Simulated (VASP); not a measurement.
# LiCaSc with LDA: from relaxation to properties, part 2 of 5

Wanted: the relaxed cell of LiCaSc and its properties. The cell is invented: other elements were put on sites of a known structure type. It may not be a known or stable phase. The atoms of the start are displaced at random from the sites of a P-6m2 cell.

VASP 6.6.1; LDA; plane waves and PAW (Li_sv, Ca_sv, Sc_sv); invented cell.

Still holding for the runs below: The k-mesh is coarse for a metal.

So far. Step 2 (Relaxing cell and atoms (LDA)): It ends with a largest force of 0.008 eV/Å and a pressure of 0.03 GPa.

### 3. Second relaxation

A relaxation keeps the plane waves of the cell it began with, so it is repeated from the new cell, on a basis made for it. The mesh changes with the cell too.

INCAR reads:

```
SYSTEM = LiCaSc
PREC = Accurate
ENCUT = 650
EDIFF = 1E-06
NELM = 100
ISMEAR = 1
SIGMA = 0.2
LREAL = .FALSE.
ALGO = Normal
GGA = CA
LORBIT = 11
LWAVE = .FALSE.
LCHARG = .FALSE.
IBRION = 2
NSW = 60
ISIF = 3
EDIFFG = -0.01
```

POSCAR reads:

```
LiCaSc
1.0
    2.9886786700      0.0000000000      0.0000000000
    0.0000000000      2.6848365500      4.6444660800
    0.0000000000     -2.6848365500      4.6444660800
Li Ca Sc
1 1 1
Direct
    0.5000000000      0.9972952240      0.9972952240
    0.0000000000      0.6632535740      0.6632535740
    0.0000000000      0.3297559190      0.3297559190
```

KPOINTS reads:

```
Automatic mesh
0
Gamma
8 5 5
0 0 0
```

PAW data sets: Li_sv, Ca_sv and Sc_sv (LDA family, release 64).

The cell reached was symmetrised within 0.01 Å before this step, which raises the operations from 1 to 4, which the run then keeps.

On the command line:

```sh
$ mpirun -np 1 vasp_std
```

The program printed:

```text
[... set-up lines as in an earlier step ...]
 entering main loop
       N       E                     dE             d eps       ncg     rms          rms(c)
DAV:   1     0.328611808942E+03    0.32861E+03   -0.13426E+04  1440   0.177E+03
DAV:   2     0.971573085432E+01   -0.31890E+03   -0.31631E+03  1744   0.523E+02
DAV:   3    -0.883936470047E+01   -0.18555E+02   -0.18274E+02  2576   0.134E+02
DAV:   4    -0.114699654162E+02   -0.26306E+01   -0.26225E+01  2520   0.289E+01
DAV:   5    -0.117247058312E+02   -0.25474E+00   -0.25464E+00  2136   0.971E+00    0.631E+00
DAV:   6    -0.102640193372E+02    0.14607E+01   -0.21201E+01  2200   0.273E+01    0.396E+00
DAV:   7    -0.993067310618E+01    0.33335E+00   -0.35327E+00  2568   0.129E+01    0.186E+00
DAV:   8    -0.990091933463E+01    0.29754E-01   -0.10139E+00  2112   0.763E+00    0.126E+00
DAV:   9    -0.986308274162E+01    0.37837E-01   -0.39963E-01  2128   0.454E+00    0.259E-01
DAV:  10    -0.986161724287E+01    0.14655E-02   -0.18381E-02  2464   0.864E-01    0.774E-02
DAV:  11    -0.986160130314E+01    0.15940E-04   -0.31852E-03  2152   0.376E-01    0.719E-02
DAV:  12    -0.986147622858E+01    0.12507E-03   -0.87527E-04  2032   0.219E-01    0.112E-02
DAV:  13    -0.986147729405E+01   -0.10655E-05   -0.18596E-05  2600   0.302E-02    0.428E-03
DAV:  14    -0.986147701120E+01    0.28284E-06   -0.12310E-06  1104   0.875E-03
   1 F= -.98614770E+01 E0= -.98608349E+01  d E =-.986148E+01
 curvature:   0.00 expect dE= 0.000E+00 dE for cont linesearch  0.000E+00
 trial: gam= 0.00000 g(F)=  0.508E-05 g(S)=  0.475E-02 ort = 0.000E+00 (trialstep = 0.100E+01)
 search vector abs. value=  0.475E-02
 bond charge predicted
       N       E                     dE             d eps       ncg     rms          rms(c)
DAV:   1    -0.991220022951E+01   -0.50723E-01   -0.12028E+00  2176   0.166E+01    0.142E+00
DAV:   2    -0.988678218686E+01    0.25418E-01   -0.61210E-01  2440   0.634E+00    0.853E-01
DAV:   3    -0.986612025201E+01    0.20662E-01   -0.16736E-01  2200   0.228E+00    0.344E-01
DAV:   4    -0.986459409047E+01    0.15262E-02   -0.13125E-02  2664   0.943E-01    0.121E-01
DAV:   5    -0.986474138837E+01   -0.14730E-03   -0.12260E-03  2000   0.215E-01    0.730E-02
DAV:   6    -0.986487990878E+01   -0.13852E-03   -0.47469E-04  2696   0.124E-01    0.258E-02
DAV:   7    -0.986488862765E+01   -0.87189E-05   -0.39496E-05  1880   0.425E-02    0.982E-03
DAV:   8    -0.986488892013E+01   -0.29248E-06   -0.36115E-06  1720   0.142E-02
   2 F= -.98648889E+01 E0= -.98645966E+01  d E =-.341191E-02
 trial-energy change:   -0.003412  1 .order   -0.003431   -0.004751   -0.002110
 step:   1.8671(harm=  1.7986)  dis= 0.00050  next Energy=    -9.865791 (dE=-0.431E-02)
 bond charge predicted
       N       E                     dE             d eps       ncg     rms          rms(c)
DAV:   1    -0.990104069979E+01   -0.36152E-01   -0.89661E-01  2176   0.143E+01    0.122E+00
DAV:   2    -0.988237858251E+01    0.18662E-01   -0.46034E-01  2408   0.545E+00    0.745E-01
DAV:   3    -0.986668071325E+01    0.15698E-01   -0.12889E-01  2224   0.200E+00    0.299E-01
DAV:   4    -0.986551193833E+01    0.11688E-02   -0.98551E-03  2656   0.821E-01    0.103E-01
DAV:   5    -0.986562212045E+01   -0.11018E-03   -0.95681E-04  1984   0.191E-01    0.618E-02
DAV:   6    -0.986572457359E+01   -0.10245E-03   -0.36927E-04  2728   0.108E-01    0.235E-02
DAV:   7    -0.986573058984E+01   -0.60162E-05   -0.26171E-05  1808   0.365E-02    0.831E-03
DAV:   8    -0.986573079925E+01   -0.20942E-06   -0.28069E-06  1688   0.126E-02
   3 F= -.98657308E+01 E0= -.98656885E+01  d E =-.425379E-02
 curvature:  -0.89 expect dE=-0.111E-04 dE for cont linesearch -0.458E-05
 trial: gam= 0.00000 g(F)=  0.266E-05 g(S)=  0.981E-05 ort =-0.156E-03 (trialstep = 0.117E+01)
 search vector abs. value=  0.125E-04
 reached required accuracy - stopping structural energy minimisation
```

It took 2.8 min on 1 MPI rank of Intel Xeon Platinum 8375C at 2.90GHz (Ice Lake), shared host; peak memory 0.26 GiB.

OUTCAR, selected parts (step 3):

```text
  LATTYP: Found a base centered orthorhombic cell.
 ALAT       =     5.3696731000
 B/A-ratio  =     1.7298878325
 C/A-ratio  =     0.5565848450

 Subroutine GETGRP returns: Found  4 space group operations
 (whereof  4 operations were pure point group operations)

The static configuration has the point symmetry C_2v.

 Found     45 irreducible k-points:

   k-points           NKPTS =     45   k-points in BZ     NKDIM =     45   number of bands    NBANDS=     16

   dimension x,y,z NGX =    28 NGY =   48 NGZ =   48
   dimension x,y,z NGXF=    56 NGYF=   96 NGZF=   96

   ENCUT  =  650.0 eV  47.77 Ry    6.91 a.u.   6.21 11.15 11.15*2*pi/ulx,y,z

   NELECT =      24.0000    total number of electrons

 E-fermi :   2.4098

 k-point     1 :       0.0000    0.0000    0.0000
  band No.  band energies     occupation
    ...
      9     -19.3346      2.00000
     10      -1.8877      2.00000
     11       2.1375      2.06613
     12       2.1448      2.06821
     13       2.1726      2.07043
     14       3.1422     -0.00000
     15       3.1450     -0.00000
     16       3.2264     -0.00000

 k-point     2 :       0.1250    0.0000    0.0000
  band No.  band energies     occupation
    ...
      9     -19.4689      2.00000
     10      -1.5931      2.00000
     11       2.2894      1.84211
     12       2.2963      1.80991
     13       2.4714      0.50565
     14       3.0592     -0.00004
     15       3.0608     -0.00004
     16       3.6919     -0.00000

  Total       -0.0166527     -0.0109722     -0.0145761      0.0000000      0.0000000      0.0000000
  in kB       -0.3497612     -0.2304517     -0.3061457      0.0000000      0.0000000      0.0000000
  external PRESSURE =      -0.2954529 kB  Pullay stress =       0.0000000 kB

  energy-cutoff  :      650.00
  volume of cell :       76.28
      direct lattice vectors                 reciprocal lattice vectors
     2.989383033  0.000000000  0.000000000     0.334517186  0.000000000  0.000000000
     0.000000000  2.716052508  4.697590484     0.000000000  0.184090697  0.106437545
     0.000000000 -2.716052508  4.697590484     0.000000000 -0.184090697  0.106437545

 POSITION                                       TOTAL-FORCE (eV/Angst)
 -----------------------------------------------------------------------------------
      1.49469      0.00000      9.36902         0.000000      0.000000     -0.005960
      0.00000      0.00000      6.23189         0.000000      0.000000      0.003965
      0.00000      0.00000      3.09836         0.000000      0.000000      0.001995
 -----------------------------------------------------------------------------------
    total drift:                               -0.000000     -0.000000     -0.000062

  FREE ENERGIE OF THE ION-ELECTRON SYSTEM (eV)
  ---------------------------------------------------
  free  energy   TOTEN  =        -9.8657307993 eV

  energy  without entropy=       -9.8656038952  energy(sigma->0) =       -9.86568850

 total charge
# of ion       s       p       d       tot
------------------------------------------
    1        2.030   0.056   0.000   2.086
    2        2.100   5.821   0.305   8.226
    3        2.291   6.057   1.047   9.395
--------------------------------------------------
tot          6.421  11.934   1.353  19.708

[... 1 part as in an earlier step ...]

[... 7 further parts left out ...]
```

CONTCAR:

```
LiCaSc
   1.00000000000000
     2.9893830329309217    0.0000000000000000    0.0000000000000000
     0.0000000000000000    2.7160525076718276    4.6975904837079687
     0.0000000000000000   -2.7160525076718276    4.6975904837079687
  Li              Ca              Sc
     1     1     1
Direct
     0.5000000000000000    0.9972157744226378    0.9972157744226378
     0.0000000000000000    0.6633069063279600    0.6633069063279600
     0.0000000000000000    0.3297820362494031    0.3297820362494031
```

The run keeps the 4 symmetry operations of its start, so it cannot find a distortion of lower symmetry.

Step by step:

| step | energy less that of the first step (eV) | largest force (eV/Å) | pressure (GPa) | volume (Å³) |
| --- | --- | --- | --- | --- |
| 1 | 0.0000 | 0.0082 | 0.56 | 74.54 |
| 2 | -0.0034 | 0.0070 | 0.24 | 75.47 |
| 3 | -0.0043 | 0.0060 | -0.03 | 76.28 |

| conventional cell, symmetrised | before | after | change |
| --- | --- | --- | --- |
| a (Å) | 2.989 | 2.989 | +0.0 % |
| b (Å) | 5.370 | 5.432 | +1.2 % |
| c (Å) | 9.289 | 9.395 | +1.1 % |
| volume (Å³/atom) | 24.85 | 25.43 | +2.3 % |

The relaxed structure:

```xyz
3
Lattice="2.9894 0.0000 0.0000 0.0000 2.7161 4.6976 0.0000 -2.7161 4.6976" Properties=species:S:1:pos:R:3 pbc="T T T"
Li    1.4947    0.0000    9.3690
Ca    0.0000    0.0000    6.2319
Sc    0.0000    0.0000    3.0984
```

Numbers from this step:

| Item | Value |
| --- | --- |
| irreducible k-points | 45 |
| symmetry operations | 4 |
| free energy (TOTEN) | -9.866 eV |
| Fermi energy | 2.410 eV |
| pressure | -0.02955 GPa |
| SCF cycles over all ionic steps | 30 |

It ends with a largest force of 0.006 eV/Å and a pressure of -0.03 GPa.

### 4. Single point with fields (LDA)

The relaxed cell gets a fresh self-consistent run, on a basis set for its own volume, to fix the density and to check the remaining stress.

INCAR: that of step 3 with these lines changed.

```diff
@@ -12,6 +12,5 @@
 LWAVE = .FALSE.
-LCHARG = .FALSE.
-IBRION = 2
-NSW = 60
-ISIF = 3
-EDIFFG = -0.01
+LCHARG = .TRUE.
+ISIF = 2
+LELF = .TRUE.
+LVHAR = .TRUE.
```

POSCAR reads:

```
LiCaSc
1.0
    2.9893830329      0.0000000000      0.0000000000
    0.0000000000      2.7160525077      4.6975904837
    0.0000000000     -2.7160525077      4.6975904837
Li Ca Sc
1 1 1
Direct
    0.5000000000      0.9972157744      0.9972157744
    0.0000000000      0.6633069063      0.6633069063
    0.0000000000      0.3297820362      0.3297820362
```

KPOINTS is that of step 3.

On the command line:

```sh
$ mpirun -np 1 vasp_std
```

The program printed:

```text
[... set-up lines as in an earlier step ...]
 entering main loop
       N       E                     dE             d eps       ncg     rms          rms(c)
DAV:   1     0.328987531831E+03    0.32899E+03   -0.13397E+04  1440   0.176E+03
DAV:   2     0.849975158984E+01   -0.32049E+03   -0.31795E+03  1880   0.526E+02
DAV:   3    -0.906408477523E+01   -0.17564E+02   -0.17427E+02  2536   0.133E+02
DAV:   4    -0.115056738457E+02   -0.24416E+01   -0.24359E+01  2520   0.276E+01
DAV:   5    -0.117309959457E+02   -0.22532E+00   -0.22522E+00  2128   0.919E+00    0.628E+00
DAV:   6    -0.103105843957E+02    0.14204E+01   -0.22128E+01  2192   0.270E+01    0.415E+00
DAV:   7    -0.993844759043E+01    0.37214E+00   -0.38955E+00  2520   0.134E+01    0.190E+00
DAV:   8    -0.989933783927E+01    0.39110E-01   -0.94930E-01  2112   0.744E+00    0.115E+00
DAV:   9    -0.986793112331E+01    0.31407E-01   -0.33739E-01  2144   0.411E+00    0.256E-01
DAV:  10    -0.986667811146E+01    0.12530E-02   -0.21106E-02  2504   0.904E-01    0.982E-02
DAV:  11    -0.986652382220E+01    0.15429E-03   -0.53682E-03  2144   0.461E-01    0.752E-02
DAV:  12    -0.986638625574E+01    0.13757E-03   -0.10777E-03  2088   0.238E-01    0.116E-02
DAV:  13    -0.986638734073E+01   -0.10850E-05   -0.17945E-05  2432   0.320E-02    0.376E-03
DAV:  14    -0.986638707537E+01    0.26536E-06   -0.10347E-06  1408   0.818E-03
   1 F= -.98663871E+01 E0= -.98663456E+01  d E =-.124399E-03
```

It took 71 s on 1 MPI rank; peak memory 0.26 GiB.

OUTCAR, selected parts (step 4):

```text
  LATTYP: Found a base centered orthorhombic cell.
 ALAT       =     5.4321050154
 B/A-ratio  =     1.7295654154
 C/A-ratio  =     0.5503176070

The static configuration has the point symmetry C_2v.

 Found     45 irreducible k-points:

   ENCUT  =  650.0 eV  47.77 Ry    6.91 a.u.   6.21 11.28 11.28*2*pi/ulx,y,z

   NELECT =      24.0000    total number of electrons

 E-fermi :   2.4098

 k-point     1 :       0.0000    0.0000    0.0000
  band No.  band energies     occupation
    ...
      9     -19.3354      2.00000
     10      -1.8879      2.00000
     11       2.1374      2.06615
     12       2.1448      2.06822
     13       2.1724      2.07044
     14       3.1421     -0.00000
     15       3.1448     -0.00000
     16       3.2259     -0.00000

 k-point     2 :       0.1250    0.0000    0.0000
  band No.  band energies     occupation
    ...
      9     -19.4696      2.00000
     10      -1.5932      2.00000
     11       2.2893      1.84188
     12       2.2963      1.80966
     13       2.4712      0.50620
     14       3.0591     -0.00004
     15       3.0606     -0.00004
     16       3.6915     -0.00000

  Total       -0.0171439     -0.0080558     -0.0116390      0.0000000      0.0000000      0.0000000
  in kB       -0.3600775     -0.1691969     -0.2444573      0.0000000      0.0000000      0.0000000
  external PRESSURE =      -0.2579105 kB  Pullay stress =       0.0000000 kB

 POSITION                                       TOTAL-FORCE (eV/Angst)
 -----------------------------------------------------------------------------------
      1.49469      0.00000      9.36902         0.000000      0.000000     -0.005954
      0.00000      0.00000      6.23189         0.000000      0.000000      0.003943
      0.00000      0.00000      3.09836         0.000000      0.000000      0.002011
 -----------------------------------------------------------------------------------
    total drift:                               -0.000000     -0.000000     -0.000016

  FREE ENERGIE OF THE ION-ELECTRON SYSTEM (eV)
  ---------------------------------------------------
  free  energy   TOTEN  =        -9.8663870754 eV

  energy  without entropy=       -9.8662626760  energy(sigma->0) =       -9.86634561

[... 5 parts as in an earlier step ...]

[... 7 further parts left out ...]
```

This step gave:

```
SCF cycles : 14
pressure   : -0.02579 GPa
```

Valence electrons inside each PAW sphere by angular momentum. Sphere charges, by row:

| atom | s (e) | p (e) | d (e) | tot (e) |
| --- | --- | --- | --- | --- |
| Li1 | 2.03 | 0.056 | 0 | 2.086 |
| Ca2 | 2.1 | 5.821 | 0.305 | 8.226 |
| Sc3 | 2.291 | 6.057 | 1.047 | 9.395 |

Electrostatic potential energy in the bc plane at fractional x = 0.000, with atoms of Ca and Sc within 0.2 Å of it. With pseudopotentials it is smooth inside the atoms' cores, unlike the true potential.

Values in eV, 15 rows by 15 columns, each cell a mean:
```
  2   2   2   3   2   1  -1  -3  -3  -2   0   2   3   3   2
  2   2   3   3   2   0  -3  -7  -9  -8  -4  -1   2   2   3
  3   3   3   3   2   0  -5 -13 -20 -20 -15  -6  -1   2   3
  2   3   3   2   2   0  -5 -15 -26 -30 -27 -17  -6  -1   2
  1   2   1   1   1   0  -3 -12 -25 -31 -31 -27 -15  -4   0
  0  -1  -2  -2  -1   0  -2  -7 -19 -29 -31 -30 -20  -8  -2
 -2  -4  -7  -9  -8  -4  -2  -3  -9 -19 -25 -26 -20  -9  -3
 -3  -6 -14 -20 -20 -15  -7  -3  -3  -7 -12 -15 -13  -7  -3
 -2  -6 -16 -26 -29 -27 -19  -7  -2  -2  -3  -5  -5  -3  -1
  0  -3 -13 -25 -31 -31 -27 -15  -4   0   0   0   0   0   1
  2  -1  -7 -19 -28 -31 -29 -20  -8  -1   1   2   2   2   2
  3   2  -1  -8 -19 -25 -26 -20  -9  -2   1   2   3   3   3
  3   3   1  -1  -7 -13 -16 -14  -7  -2   1   3   3   3   2
  2   3   3   2  -1  -3  -6  -6  -4  -1   2   3   3   2   2
  2   2   3   3   2   0  -2  -3  -2   0   1   2   3   2   2
```
Columns run along b (5.4 Å; values clipped at the 3rd and 97th percentile), rows up along c (5.4 Å). Atoms in or near the plane, at fractional coordinates: Ca at (0.66, 0.66), Sc at (0.33, 0.33).

ELF in the bc plane at fractional x = 0.000, with atoms of Ca and Sc within 0.2 Å of it. It is the smooth field of the valence electrons, not physical close to the nuclei.

Ten even steps from '_' (0.06) to '@' (0.84), each cell a mean:
```
====++++==..________..--++++==
++++++++--____..::::____::==++
++++++++--____++####++..__::++
++++++++==..__**%%%%%%**..__--
----------..__==%%####%%++__..
....____....__..**%%##%%##::__
______....______::**%%%%##::__
____--****==______..==**++..__
____==%%@@%%++________________
..__--%%@@@@%%==__......____..
--....++@@@@@@**....--==----==
++--__..++%%%%**..__--++++++++
++++--__..--==--____--++++++++
==++++--..________..--++++++==
====++++--..______..--++++++==
```
Columns run along b (5.4 Å), rows up along c (5.4 Å). Atoms in or near the plane, at fractional coordinates: Ca at (0.66, 0.66), Sc at (0.33, 0.33).

Valence density in the bc plane at fractional x = 0.000, with atoms of Ca and Sc within 0.2 Å of it. It is the smooth field of the valence electrons, not physical close to the nuclei.

Ten even steps from '_' (0.0 e/Å³) to '@' (8.4 e/Å³), each cell a mean:
```
______________________________
______________________________
________________......________
________________--++==..______
________________--####==..____
________________..++##++..____
__________________..----..____
______....____________________
____..==**==..________________
______--@@@@==________________
______..++@@**..______________
________..--==..______________
____________..________________
______________________________
______________________________
```
Columns run along b (5.4 Å), rows up along c (5.4 Å). Atoms in or near the plane, at fractional coordinates: Ca at (0.66, 0.66), Sc at (0.33, 0.33).

In this run the pressure is -0.03 GPa, small enough to go on; single stress components reach 0.04 GPa.

(Continued in part 3 of 5.)

[Lines on the potential files, build, host, timing and source positions are cut from VASP's logs without a mark.]

[Logs are printed without paths, hosts, clocks, repeated set-up lines and the standing remarks that a program may print on its own settings, such as how far it seeks lower states.]

[Hosts, paths, dates, database ids (printed as entryN), source tags and the programs' standing remarks are cut or masked in the printed files.]

[A measured line is paired with the nearest computed mode of its activity, which favours agreement.]

[In band tables of VASP the shares of atoms and orbitals are scaled to a sum of 1 inside the atoms' spheres.]
